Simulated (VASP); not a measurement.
```
MgB2
1.0
    1.53412    -2.65717     0.00000
    1.53412     2.65717     0.00000
    0.00000     0.00000     3.47403
Mg B
1 2
Direct
  0.00000   0.00000   0.00000
  0.33333   0.66667   0.50000
  0.66667   0.33333   0.50000
```

Method: SCAN meta-GGA, VASP's PBE PAW potentials (set 64) (plane waves; VASP). Settings: 520 eV cut-off, 13×13×10 Γ-centred mesh, tetrahedra with Blöchl corrections, potentials Mg B.

Task: Tabulate the total density of states (states/eV per cell) against energy (eV; zero at the valence-band maximum or, without a gap, the Fermi level).

Result: 
```
E (eV) | DOS (states/eV)
    -9.98 | ########### 0.44
    -9.86 | ########### 0.44
    -9.62 | ########### 0.46
    -9.50 | ########### 0.47
    -9.26 | ############ 0.51
    -9.14 | ############## 0.56
    -8.90 | ############ 0.48
    -8.78 | ########### 0.45
    -8.66 | ########## 0.42
    -8.42 | ########## 0.39
    -8.30 | ######### 0.37
    -8.06 | ###### 0.25
    -7.94 | ###### 0.25
    -7.82 | ###### 0.26
    -7.58 | ########## 0.40
    -7.46 | ########### 0.47
    -7.22 | ############# 0.54
    -7.10 | ############## 0.59
    -6.86 | ############### 0.63
    -6.74 | ################ 0.65
    -6.62 | ############### 0.61
    -6.38 | ############## 0.58
    -6.26 | ############## 0.56
    -6.02 | ############# 0.54
    -5.90 | ############## 0.57
    -5.78 | ############## 0.58
    -5.54 | ################ 0.66
    -5.42 | ################## 0.73
    -5.18 | ################# 0.72
    -5.06 | ################ 0.66
    -4.82 | ############### 0.61
    -4.70 | ################ 0.65
    -4.58 | ################# 0.69
    -4.34 | ##################### 0.85
    -4.22 | ##################### 0.86
    -3.98 | #################### 0.83
    -3.86 | #################### 0.82
    -3.74 | #################### 0.83
    -3.50 | ###################### 0.91
    -3.38 | ####################### 0.93
    -3.14 | ######################### 1.04
    -3.02 | ######################## 0.99
    -2.78 | ######################## 1.01
    -2.66 | ########################### 1.10
    -2.54 | ########################### 1.10
    -2.30 | ############################## 1.24
    -2.18 | ############################ 1.14
    -1.94 | ######################## 0.99
    -1.82 | ###################### 0.89
    -1.70 | ###################### 0.91
    -1.46 | ##################### 0.86
    -1.34 | #################### 0.84
    -1.10 | ################### 0.77
    -0.98 | #################### 0.81
    -0.74 | ################### 0.79
    -0.62 | ################## 0.75
    -0.50 | ################## 0.73
    -0.26 | ################# 0.71
    -0.14 | ################# 0.71
     0.10 | ################ 0.66
     0.22 | ############## 0.60
     0.34 | ############ 0.50
     0.58 | ######## 0.35
     0.70 | ####### 0.30
     0.94 | ####### 0.28
     1.06 | ####### 0.28
     1.30 | ###### 0.26
     1.42 | ###### 0.26
     1.54 | ###### 0.25
     1.78 | ###### 0.25
     1.90 | ###### 0.25
     2.14 | ####### 0.28
     2.26 | ####### 0.29
     2.38 | ######## 0.31
     2.62 | ######## 0.35
     2.74 | ######### 0.37
     2.98 | ########## 0.40
     3.10 | ########## 0.41
     3.34 | ########## 0.42
     3.46 | ########## 0.43
```
Within 2 eV below the Fermi level the largest weight inside VASP's projection spheres is B p.

The compound is MgB2 in the AlB2 type structure. It was relaxed first.
